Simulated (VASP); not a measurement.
# LiMg12 (a cell with a defect) in VASP: notebook

The runs below take LiMg12 (a cell with a defect) through molecular dynamics, single point, relaxation of the atoms, with PBEsol.

Everything below comes from runs of VASP 6.6.1. Logs are shortened: lines on timing, memory, paths and dates and some standing lists are left out, and cuts for length are marked.

## 1. The structure

The cell holds a defect, 13 atoms: a = 6.420 Å, b = 9.630 Å, c = 5.213 Å, α = 90.00°, β = 90.00°, γ = 120.00°.

The cell was built by a generator and needn't be a form met in nature.

## 2. Molecular dynamics, PBEsol

INCAR reads:

```
SYSTEM = LiMg12
ALGO = Normal
EDIFF = 1E-5
ENCUT = 520
GGA = PS
IBRION = 0
ISIF = 2
ISMEAR = -1
ISYM = 0
LANGEVIN_GAMMA = 10 10
LASPH = .TRUE.
LCHARG = .TRUE.
LREAL = .FALSE.
LWAVE = .FALSE.
MDALGO = 3
NELM = 100
NELMIN = 4
NSW = 40
POTIM = 1.5
PREC = Accurate
RANDOM_SEED = 153995 0 0
SIGMA = 0.1
TEBEG = 1260.0
TEEND = 1260.0
```

KPOINTS reads:

```
k-points
0
G
  3 2 3
  0 0 0
```

POSCAR reads:

```
LiMg12
1.0
    6.4200000000      0.0000000000      0.0000000000
   -4.8150000000      8.3398250000      0.0000000000
    0.0000000000      0.0000000000      5.2130400000
Mg Li
12 1
Direct
   -0.0287539100     -0.0541806800     -0.1496729100
    0.1909940800      0.2524843900      0.5042834000
   -0.1173536400      0.3069806100      0.1505077600
    0.2443777600      0.5669001700      0.6315825100
   -0.0029212900      0.6293556300     -0.0454065600
    0.1817619900      0.8523193100      0.4108497200
    0.5045038800     -0.0586269400     -0.1208487400
    0.6360160700      0.2398567700      0.6187100000
    0.4668781800      0.4178121200      0.0118668800
    0.7328511900      0.5673430000      0.4575047900
    0.4317034700      0.6726008100      0.1513277600
    0.7482924200      0.9361632700      0.4089580100
    0.3728213400      0.1333832600      0.1703098200
```

Potentials or basis: VASP PAW PBE potentials, release 64 (Mg, Li_sv).

Command:

```
> cat potpaw_PBE.64/Mg/POTCAR potpaw_PBE.64/Li_sv/POTCAR > POTCAR
> mpirun -np 1 vasp_std > vasp.out
```

OUTCAR:

```text
SYSTEM = LiMg12
   EDIFF = 1E-5
   ENCUT = 520
   GGA = PS
   IBRION = 0
   ISIF = 2
   ISMEAR = -1
   ISYM = 0
   LASPH = .TRUE.
   LREAL = .FALSE.
   NELM = 100
   NELMIN = 4
   NSW = 40
   POTIM = 1.5
   PREC = Accurate
   TEBEG = 1260.0

 ion  position               nearest neighbor table
   1  0.971  0.946  0.850-  12 2.69  13 2.83   7 2.98   6 3.02   2 3.13   5 3.18  12 3.23   7 3.45
                            11 3.50   6 3.52
   2  0.191  0.252  0.504-  13 2.65   3 2.94   4 2.95   8 2.98  12 2.99   9 3.07   1 3.13   9 3.14
                            10 3.29   8 3.55
   3  0.883  0.307  0.151-   8 2.80  13 2.84   2 2.94   5 2.99   8 3.10   9 3.41   9 3.42   7 3.43
                             4 3.48  10 3.49  12 3.50  11 3.52   4 3.63
   4  0.244  0.567  0.632-   5 2.58  11 2.74  11 2.93   2 2.95   9 3.18   6 3.19  10 3.26   7 3.38
                            10 3.41   3 3.48   8 3.59  12 3.60   3 3.63
   5  0.997  0.629  0.955-   4 2.58  11 2.80   9 2.98  10 2.99   3 2.99  10 3.02   6 3.02   7 3.16
                             1 3.18   6 3.39
   6  0.182  0.852  0.411-  13 2.66  10 2.83   1 3.02   5 3.02   7 3.04   4 3.19  11 3.19  12 3.26
                             7 3.31  12 3.31   5 3.39   1 3.52   8 3.57
   7  0.505  0.941  0.879-  11 2.78  13 2.83   8 2.90  12 2.92   1 2.98   6 3.04   5 3.16  12 3.19
                             6 3.31   4 3.38   3 3.43   1 3.45
   8  0.636  0.240  0.619-  13 2.76   3 2.80   7 2.90   2 2.98  10 3.01   3 3.10   9 3.19  12 3.52
                             2 3.55   6 3.57   4 3.59
   9  0.467  0.418  0.012-  13 2.63  11 2.67  10 2.82   5 2.98   2 3.07   2 3.14   4 3.18   8 3.19
                            10 3.30   3 3.41   3 3.42
  10  0.733  0.567  0.458-   9 2.82   6 2.83   5 2.99   8 3.01   5 3.02  11 3.05   4 3.26   2 3.29
                             9 3.30   4 3.41   3 3.49  12 3.51
  11  0.432  0.673  0.151-   9 2.67  12 2.69   4 2.74   7 2.78   5 2.80   4 2.93  10 3.05   6 3.19
                             1 3.50   3 3.52
  12  0.748  0.936  0.409-  11 2.69   1 2.69   7 2.92   2 2.99   7 3.19   1 3.23   6 3.26   6 3.31
                             3 3.50  10 3.51   8 3.52   4 3.60
  13  0.373  0.133  0.170-   9 2.63   2 2.65   6 2.66   8 2.76   7 2.83   1 2.83   3 2.84

IMPORTANT INFORMATION: All symmetrisations will be switched off!
NOSYMM: (Re-)initialisation of all symmetry stuff for point group C_1.

----------------------------------------------------------------------------------------

                                     Primitive cell

  volume of cell :     279.1149

  direct lattice vectors                    reciprocal lattice vectors
     6.420000000  0.000000000  0.000000000     0.155763240  0.089929945  0.000000000
    -4.815000000  8.339825000  0.000000000     0.000000000  0.119906593  0.000000000
     0.000000000  0.000000000  5.213040000     0.000000000  0.000000000  0.191826650

  length of vectors
     6.420000000  9.630000313  5.213040000     0.179859895  0.119906593  0.191826650

  position of ions in fractional coordinates (direct lattice)
     0.971246090  0.945819320  0.850327090
     0.190994080  0.252484390  0.504283400
     0.882646360  0.306980610  0.150507760
     0.244377760  0.566900170  0.631582510
     0.997078710  0.629355630  0.954593440
     0.181761990  0.852319310  0.410849720
     0.504503880  0.941373060  0.879151260
     0.636016070  0.239856770  0.618710000
     0.466878180  0.417812120  0.011866880
     0.732851190  0.567343000  0.457504790
     0.431703470  0.672600810  0.151327760
     0.748292420  0.936163270  0.408958010
     0.372821340  0.133383260  0.170309820

  ion indices of the primitive-cell ions
   primitive index   ion index
                 1           1
                 2           2
                 3           3
                 4           4
                 5           5
                 6           6
                 7           7
                 8           8
                 9           9
                10          10
                11          11
                12          12
                13          13

----------------------------------------------------------------------------------------

 KPOINTS: k-points

Automatic generation of k-mesh.
 Grid dimensions read from file:
 generate k-points for:    3    2    3

 Generating k-lattice:

  Cartesian coordinates                     Fractional coordinates (reciprocal lattice)
     0.051921080  0.029976648  0.000000000     0.333333333  0.000000000  0.000000000
     0.000000000  0.059953296  0.000000000     0.000000000  0.500000000  0.000000000
     0.000000000  0.000000000  0.063942217     0.000000000  0.000000000  0.333333333

  Length of vectors
     0.059953298  0.059953296  0.063942217

  Shift w.r.t. Gamma in fractional coordinates (k-lattice)
     0.000000000  0.000000000  0.000000000

 -----------------------------------------------------------------------------
|                                                                             |
|           W    W    AA    RRRRR   N    N  II  N    N   GGGG   !!!           |
|           W    W   A  A   R    R  NN   N  II  NN   N  G    G  !!!           |
|           W    W  A    A  R    R  N N  N  II  N N  N  G       !!!           |
|           W WW W  AAAAAA  RRRRR   N  N N  II  N  N N  G  GGG   !            |
|           WW  WW  A    A  R   R   N   NN  II  N   NN  G    G                |
|           W    W  A    A  R    R  N    N  II  N    N   GGGG   !!!           |
|                                                                             |
|     Your reciprocal lattice and k-lattice belong to different lattice       |
|     classes:                                                                |
|                                                                             |
|        The reciprocal lattice is simple monoclinic,                         |
|        whereas your k-lattice is hexagonal.                                 |
|                                                                             |
|     Results are often still useful ...                                      |
|                                                                             |
 -----------------------------------------------------------------------------

 Subroutine IBZKPT returns following result:
 ===========================================

 Found     10 irreducible k-points:

 Following reciprocal coordinates:
            Coordinates               Weight
  0.000000  0.000000  0.000000      1.000000
  0.333333  0.000000  0.000000      2.000000
  0.000000  0.500000  0.000000      1.000000
  0.333333  0.500000  0.000000      2.000000
  0.000000  0.000000  0.333333      2.000000
  0.333333  0.000000  0.333333      2.000000
 -0.333333  0.000000  0.333333      2.000000
  0.000000  0.500000  0.333333      2.000000
  0.333333  0.500000  0.333333      2.000000
 -0.333333  0.500000  0.333333      2.000000
   k-points           NKPTS =     10   k-points in BZ     NKDIM =     10   number of bands    NBANDS=     20
   number of dos      NEDOS =    301   number of ions     NIONS =     13
   total plane-waves  NPLWV = 138240
   dimension x,y,z NGX =    48 NGY =   72 NGZ =   40
   dimension x,y,z NGXF=    96 NGYF=  144 NGZF=   80
   ions per type =              12   1
   NGX,Y,Z   is equivalent  to a cutoff of  12.43, 12.43, 12.76 a.u.
   NGXF,Y,Z  is equivalent  to a cutoff of  24.86, 24.86, 25.51 a.u.
 SYSTEM =  LiMg12
   PREC   = accura    normal or accurate (medium, high low for compatibility)
   ISTART =      0    job   : 0-new  1-cont  2-samecut
   ICHARG =      2    charge: 1-file 2-atom 10-const
   ISPIN  =      1    spin polarized calculation?
   LNONCOLLINEAR =      F non collinear calculations
   LSORBIT =      F    spin-orbit coupling
   LASPH  =      T    aspherical Exc in radial PAW
   ENCUT  =  520.0 eV  38.22 Ry    6.18 a.u.  11.94 17.91  9.69*2*pi/ulx,y,z
   NELM   =    100;   NELMIN=  4; NELMDL= -5     # of ELM steps
   EDIFF  = 0.1E-04   stopping-criterion for ELM
   LREAL  =      F    real-space projection
   EDIFFG = 0.1E-03   stopping-criterion for IOM
   NSW    =     40    number of steps for IOM
   IBRION =      0    ionic relax: 0-MD 1-quasi-New 2-CG
   NFREE  =      0    steps in history (QN), initial steepest desc. (CG)
   ISIF   =      2    stress and relaxation
   ISYM   =      0    0-nonsym 1-usesym 2-fastsym
   POTIM  = 1.5000    time-step for ionic-motion
   TEBEG  = 1260.0;   TEEND  =1260.0 temperature during run
   PSTRESS=    0.0 pullay stress
   NELECT =      27.0000    total number of electrons
   NUPDOWN=      -1.0000    fix difference up-down
   EMIN   =  10.00;   EMAX   =-10.00  energy-range for DOS
   EFERMI =   0.00;   METHOD = LEGACY
   ISMEAR =    -1;   SIGMA  =   0.10  broadening in eV -4-tet -1-fermi 0-gaus
   EFERMI_NEDOS =   21; number of points for ismear=-14 and -15
   IALGO  =     38    algorithm
   IMIX   =      4    mixing-type and parameters
     AMIX     =   0.40;   BMIX     =  1.00
     AMIX_MAG =   1.60;   BMIX_MAG =  1.00
  volume/ion in A,a.u.               =      21.47       144.89
  Fermi-wavevector in a.u.,A,eV,Ry     =   0.751511  1.420149  7.684136  0.564768
  Thomas-Fermi vector in A             =   1.848508
   LORBIT       =      0    0 simple, 1 ext, 2 COOP (PROOUT), +10 PAW based schemes
   GGA     = PS    functional components
   LHFCALC =     F    Hartree Fock is set to
   AEXX    =    0.0000 exact exchange contribution
   IVDW    =     0    specifies the selected vdW correction
   LEPSILON=     F    determine dielectric tensor
   LRPA    =     F    only Hartree local field effects (RPA)
 molecular dynamics for ions
 non-spin polarized calculation
  energy-cutoff  :      520.00
  volume of cell :      279.11
 maximum number of plane-waves:      7549
   NGX = 23   NGY = 35   NGZ = 19

--------------------------------------- Ionic step        1  -------------------------------------------

 number of electron      27.0000002 magnetization

 Free energy of the ion-electron system (eV)
  ---------------------------------------------------
  ext. energy  EPLUGINS =         0.00000000
  ---------------------------------------------------
  free energy    TOTEN  =       -19.69222067 eV

  energy without entropy =      -19.42590774  energy(sigma->0) =      -19.55906420

------------------------ aborting loop because EDIFF is reached ----------------------------------------

  FORCE on cell =-STRESS in cart. coord.  units (eV):
  Direction    XX          YY          ZZ          XY          YZ          ZX
  --------------------------------------------------------------------------------------
  -------------------------------------------------------------------------------------
  Total        4.2879392      6.2098850     12.0555424     -1.6936043      0.6933565      0.6735280
  in kB       24.6136591     35.6460260     69.2013097     -9.7216392      3.9800101      3.8661905
  external PRESSURE =      43.1536649 kB  Pullay stress =       0.0000000 kB
[... 148 lines left out ...]
  ENERGY OF THE ELECTRON-ION-THERMOSTAT SYSTEM (eV)
  ---------------------------------------------------
% ion-electron   TOTEN  =       -19.713822  see above
  kinetic energy EKIN   =         1.872203
  kin. lattice  EKIN_LAT=         0.000000  (temperature 1114.15 K)
  nose potential ES     =         0.000000
  nose kinetic   EPS    =         0.000000
  ---------------------------------------------------
  total energy   ETOTAL =       -17.841620 eV

[... ionic steps 4 to 37 ...]

--------------------------------------- Ionic step       38  -------------------------------------------

 number of electron      26.9999997 magnetization

------------------------ aborting loop because EDIFF is reached ----------------------------------------
[... 109 lines left out ...]
--------------------------------------- Ionic step       40  -------------------------------------------

 number of electron      27.0000001 magnetization

 Free energy of the ion-electron system (eV)
  ---------------------------------------------------
  ext. energy  EPLUGINS =         0.00000000
  ---------------------------------------------------
  free energy    TOTEN  =       -18.89470537 eV

  energy without entropy =      -18.63505520  energy(sigma->0) =      -18.76488028

 E-fermi :   2.6430     XC(G=0):  -8.5904

 val. band max:        2.6087322397   @ k =   0.3333   0.5000   0.0000
 cond. band min:       2.6504233008   @ k =   0.0000   0.5000   0.3333
 fundamental gap:      0.0416910610
 Fermi energy:         2.6429979409

 k-point     1 :       0.0000    0.0000    0.0000
  band No.  band energies     occupation
      1     -43.0409      2.00000
      2      -4.2976      2.00000
      3      -2.4081      2.00000
      4      -1.9176      2.00000
      5      -0.6510      2.00000
      6      -0.5755      2.00000
[... 265 lines left out ...]
  ENERGY OF THE ELECTRON-ION-THERMOSTAT SYSTEM (eV)
  ---------------------------------------------------
% ion-electron   TOTEN  =       -18.894705  see above
  kinetic energy EKIN   =         1.567082
  kin. lattice  EKIN_LAT=         0.000000  (temperature  932.57 K)
  nose potential ES     =         0.000000
  nose kinetic   EPS    =         0.000000
  ---------------------------------------------------
  total energy   ETOTAL =       -17.327623 eV
```

Run time: 30 min. Hardware: 1 thread of Intel Xeon Platinum 8175M at 2.50GHz (Skylake/Cascade Lake), shared host; peak memory 0.47 GiB.

Caveat: the k mesh is coarse (spacing up to 0.40 Å⁻¹), so the values aren't converged; the cutoff is under 1.25 times the usual one of these potentials, so pressure, stress and relaxed cells hold a basis-set (Pulay) error; the PAW data sets were made with another functional, which shifts forces and pressure a little.

## 3. Single point, PBEsol

INCAR reads:

```
PREC = Accurate ; ENCUT = 520
EDIFF = 1E-7 ; ISMEAR = -1
SIGMA = 0.1 ; LREAL = False
LASPH = True ; NELM = 80
ALGO = Normal ; ISIF = 2
LWAVE = False ; LCHARG = False
GGA = PS ; NBANDS = 26
```

KPOINTS reads:

```
regular mesh
0
Gamma
  3 2 3
```

POSCAR reads:

```
LiMg12
1.0
    6.4200000000      0.0000000000      0.0000000000
   -4.8150000000      8.3398250000      0.0000000000
    0.0000000000      0.0000000000      5.2130400000
Mg Li
12 1
Direct
    0.0922316427      0.0497252640      0.0888541043
    0.2413941934      0.2830634935      0.5949311726
    0.0582593287      0.3513862701      0.1419325384
    0.2286621855      0.6487666108      0.6151688842
    0.0330253939      0.6747503695      0.0941868852
   -0.0689962652      0.8091057067      0.4892346884
    0.4958745912     -0.0023022066     -0.0302894280
    0.7631960602      0.3151025351      0.6930696868
    0.5708973220      0.3668662112      0.1458649847
    0.6196201991      0.5517262053      0.6635475653
    0.5651307736      0.7031442506      0.0710909565
    0.7709056764      1.0081026880      0.4942605466
    0.3537878487      0.0018105896      0.5469936927
```

Potentials or basis: VASP PAW PBE potentials, release 64 (Mg, Li_sv).

Command:

```
> cat potpaw_PBE.64/Mg/POTCAR potpaw_PBE.64/Li_sv/POTCAR > POTCAR
> mpirun -np 1 vasp_std > vasp.out
```

OUTCAR:

```text
PREC = Accurate
   ENCUT = 520
   EDIFF = 1E-7
   ISMEAR = -1
   LREAL = False
   LASPH = True
   NELM = 80
   ISIF = 2
   GGA = PS

 ion  position               nearest neighbor table
   1  0.092  0.050  0.089-  12 2.84   6 2.90   7 2.94   3 3.03   9 3.08  13 3.08   2 3.23   2 3.28
                            11 3.36   5 3.44  12 3.63   7 3.66
   2  0.241  0.283  0.595-  10 2.54   3 2.86  12 2.90   9 2.98   1 3.23   8 3.25   3 3.27   8 3.28
                             1 3.28   9 3.42   4 3.56
   3  0.058  0.351  0.142-   2 2.86   8 2.92   1 3.03   9 3.21   5 3.21   9 3.22   2 3.27  11 3.34
                             8 3.36  12 3.41   4 3.51   7 3.63
[... 532 lines left out ...]
  energy-cutoff  :      520.00
  volume of cell :      279.11
      direct lattice vectors                 reciprocal lattice vectors
     6.420000000  0.000000000  0.000000000     0.155763240  0.089929945  0.000000000
    -4.815000000  8.339825000  0.000000000     0.000000000  0.119906593  0.000000000
     0.000000000  0.000000000  5.213040000     0.000000000  0.000000000  0.191826650

 POSITION                                       TOTAL-FORCE (eV/Angst)
 -----------------------------------------------------------------------------------
      0.35270      0.41470      0.46320        -0.090152     -0.111315     -0.696295
      0.18680      2.36070      3.10140        -0.313555     -1.167801      0.442995
     -1.31790      2.93050      0.73990        -0.093918      0.328878     -0.079853
     -1.65580      5.41060      3.20690         0.354831     -0.061245     -0.399333
     -3.03690      5.62730      0.49100         0.142728     -0.113968     -0.498609
      2.08120      6.74780      2.55040         0.458226      0.537992      0.461490
     -1.62040      8.32062      5.05514         0.675711      0.015997      1.184499
      3.38250      2.62790      3.61300         0.350898     -0.204223     -0.759176
      1.89870      3.05960      0.76040        -0.202182     -0.102870      0.411541
      1.32140      4.60130      3.45910         0.277159     -0.421523     -0.091098
      0.24250      5.86410      0.37060        -0.332443      0.340832      0.730700
      4.91020      0.06757      2.57660        -0.880024      0.379540      0.192761
      2.26260      0.01510      2.85150        -0.347278      0.579704     -0.899622
 -----------------------------------------------------------------------------------
    total drift:                                0.000280     -0.000499     -0.000118

  FREE ENERGIE OF THE ION-ELECTRON SYSTEM (eV)
  ---------------------------------------------------
  free  energy   TOTEN  =       -19.2221691686 eV

  energy  without entropy=      -18.9748580911  energy(sigma->0) =      -19.09851363
```

stdout:

```text
POSCAR found type information on POSCAR MgLi
 POSCAR found :  2 types and      13 ions
 scaLAPACK will be used
 -----------------------------------------------------------------------------
|                                                                             |
|                                                                             |
|     You enforced a specific xc type in the INCAR file but a different       |
[... 22 lines left out ...]
 -----------------------------------------------------------------------------

 POSCAR, INCAR and KPOINTS ok, starting setup
 FFT: planning ... GRIDC
 FFT: planning ... GRID_SOFT
 FFT: planning ... GRID
 WAVECAR not read
 entering main loop
```

It took 49 s on 1 thread of Intel Xeon 6975P-C (Granite Rapids), shared host; peak memory 0.37 GiB.

Results:

* Free energy: -19.2222 eV
* Largest force: 1.364 eV/Å
* Band gap on the k mesh: none (metal or under the smearing width)

Forces in eV/Å, atoms in the order of the input:
```
Mg  -0.090 -0.111 -0.696
Mg  -0.314 -1.168  0.443
Mg  -0.094  0.329 -0.080
Mg   0.355 -0.061 -0.399
Mg   0.143 -0.114 -0.499
Mg   0.458  0.538  0.461
Mg   0.676  0.016  1.184
Mg   0.351 -0.204 -0.759
Mg  -0.202 -0.103  0.412
Mg   0.277 -0.422 -0.091
Mg  -0.332  0.341  0.731
Mg  -0.880  0.380  0.193
Li  -0.347  0.580 -0.900
```

Caveat: the k mesh is coarse (spacing up to 0.40 Å⁻¹), so the values aren't converged; the cutoff is under 1.25 times the usual one of these potentials, so pressure, stress and relaxed cells hold a basis-set (Pulay) error; the PAW data sets were made with another functional, which shifts forces and pressure a little.

(Continued in part 2 of 2.)
